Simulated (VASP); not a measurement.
Output of a VASP run:

**OSZICAR**
```
       N       E                     dE             d eps       ncg     rms          rms(c)
DAV:   1     0.300549085783E+03    0.30055E+03   -0.16133E+04  4112   0.153E+03
DAV:   2    -0.164647183674E+02   -0.31701E+03   -0.31384E+03  4540   0.447E+02
DAV:   3    -0.240739816241E+02   -0.76093E+01   -0.74358E+01  4825   0.802E+01
DAV:   4    -0.241500481780E+02   -0.76067E-01   -0.75600E-01  4482   0.769E+00
DAV:   5    -0.241506747310E+02   -0.62655E-03   -0.62635E-03  4586   0.693E-01    0.270E+01
DAV:   6    -0.227173228480E+02    0.14334E+01   -0.33240E+00  4358   0.182E+01    0.872E+00
DAV:   7    -0.225337248259E+02    0.18360E+00   -0.68758E-01  4593   0.746E+00    0.960E-01
DAV:   8    -0.225220771209E+02    0.11648E-01   -0.13546E-02  4202   0.132E+00    0.332E-01
DAV:   9    -0.225219353854E+02    0.14174E-03   -0.54148E-04  4815   0.193E-01    0.256E-02
DAV:  10    -0.225219375736E+02   -0.21881E-05   -0.23079E-05  4319   0.426E-02    0.105E-02
DAV:  11    -0.225219370783E+02    0.49527E-06   -0.39207E-07  4039   0.645E-03    0.101E-03
DAV:  12    -0.225219368803E+02    0.19800E-06   -0.55486E-08  2129   0.199E-03    0.194E-04
DAV:  13    -0.225219368598E+02    0.20494E-07   -0.81472E-09  2067   0.716E-04
   1 F= -.22521937E+02 E0= -.22521623E+02  d E =-.942089E-03
```

OUTCAR:
```
------------------------ aborting loop because EDIFF is reached ----------------------------------------
  FORCE on cell =-STRESS in cart. coord.  units (eV):
  Direction    XX          YY          ZZ          XY          YZ          ZX
  --------------------------------------------------------------------------------------
  Total        1.0080827      1.0080830      1.0081447     -0.0000000      0.0000000      0.0000000
  in kB       58.8737209     58.8737401     58.8773442     -0.0000000      0.0000000      0.0000000
  external PRESSURE =      58.8749351 kB  Pullay stress =       0.0000000 kB
  volume of cell :       27.43
      direct lattice vectors                 reciprocal lattice vectors
     1.352102819 -2.341911161  0.000000000     0.369794363 -0.213500840  0.000000000
     1.352102819  2.341911161  0.000000000     0.369794363  0.213500840  0.000000000
     0.000000000  0.000000000  4.331867172     0.000000000  0.000000000  0.230847337
 POSITION                                       TOTAL-FORCE (eV/Angst)
 -----------------------------------------------------------------------------------
      1.35210      0.78064      1.08297        -0.000000      0.000000      0.000000
      1.35210     -0.78064      3.24890         0.000000     -0.000000      0.000000
 -----------------------------------------------------------------------------------
    total drift:                               -0.000023      0.000598     -0.000043
  FREE ENERGIE OF THE ION-ELECTRON SYSTEM (eV)
  ---------------------------------------------------
  free  energy   TOTEN  =       -22.5219368598 eV

  energy  without entropy=      -22.5209947707  energy(sigma->0) =      -22.52162283
```
(Selected blocks of OUTCAR.)

**POSCAR**
```
Tc
1
    1.3521028188    -2.3419111613     0.0000000000
    1.3521028188     2.3419111613     0.0000000000
    0.0000000000     0.0000000000     4.3318671718
Tc
2
Direct
  0.3333330000   0.6666670000   0.2500000000
  0.6666670000   0.3333330000   0.7500000000
```

**Question.** Reconstruct the remaining input files.

**Answer.** This is not unique; one that fits is the input of the run itself, PBEsol GGA, plane waves, VASP's PBE PAW potentials (set 64).

INCAR:
```
SYSTEM = Tc
PREC = Accurate
ENCUT = 480
EDIFF = 1E-7
NELM = 100
ALGO = Normal
LREAL = .FALSE.
LASPH = .TRUE.
ISMEAR = 1
SIGMA = 0.1
GGA = PS
LMAXMIX = 4
LWAVE = .FALSE.
LCHARG = .FALSE.
ISIF = 2
```

KPOINTS:
```
Regular mesh
0
gamma
  14 14 8
```

POTCAR, in this order: Tc_pv (PBE.64 set). Program: vasp_std.

The compound is Tc in the hcp structure. This cell was strained or had an atom moved on purpose.
